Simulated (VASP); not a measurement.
A convergence study with VASP on Tl (space group no. 194 when undisturbed): a few settings are varied, all else stays as given below, so the limit is that of these other settings. One atom is moved off its site, so that forces are finite.

```
Tl
1.0
    1.72481    -2.98746     0.00000
    1.72481     2.98746     0.00000
    0.00000     0.00000     5.50344
Tl
2
Direct
  0.33333   0.66667   0.25909
  0.66667   0.33333   0.75000
```

Computed with PBE GGA, VASP's PBE PAW potentials (set 64) (plane waves; VASP). The last row used: 300 eV cut-off, 18×18×10 Γ-centred mesh, Fermi-Dirac smearing of 0.010 eV, potentials Tl_d.

```
setting       E (eV/atom)  pressure (GPa)  largest force (eV/Å)  irreducible k-points
------------  -----------  --------------  --------------------  --------------------
SIGMA = 1.0       -2.2299            6.36                 0.156                   330
SIGMA = 0.5       -2.1965            4.10                 0.159                   330
SIGMA = 0.3       -2.1960            3.41                 0.162                   330
SIGMA = 0.2             …               …                     …                   330
SIGMA = 0.1       -2.1988            3.04                 0.166                   330
SIGMA = 0.05      -2.1987            3.03                 0.166                   330
SIGMA = 0.02      -2.1987            3.03                 0.166                   330
SIGMA = 0.01      -2.1987            3.03                     …                   330
```

Q: Fill in the missing entries.

A: 
- SIGMA = 0.2, E (eV/atom): -2.1979
- SIGMA = 0.2, pressure (GPa): 3.17
- SIGMA = 0.2, largest force (eV/Å): 0.164
- SIGMA = 0.01, largest force (eV/Å): 0.167

VASP warned of too few bands at SIGMA = 1.0.

Left out are rungs that failed or repeat a setting and relaxations that didn't move; long series are thinned to 24 rows.

The structure is a typed Tl crystal (space group no. 194). The cell was not relaxed at this level, it is distorted from the ideal structure. VASP warned that the highest band is occupied, so more bands are needed.
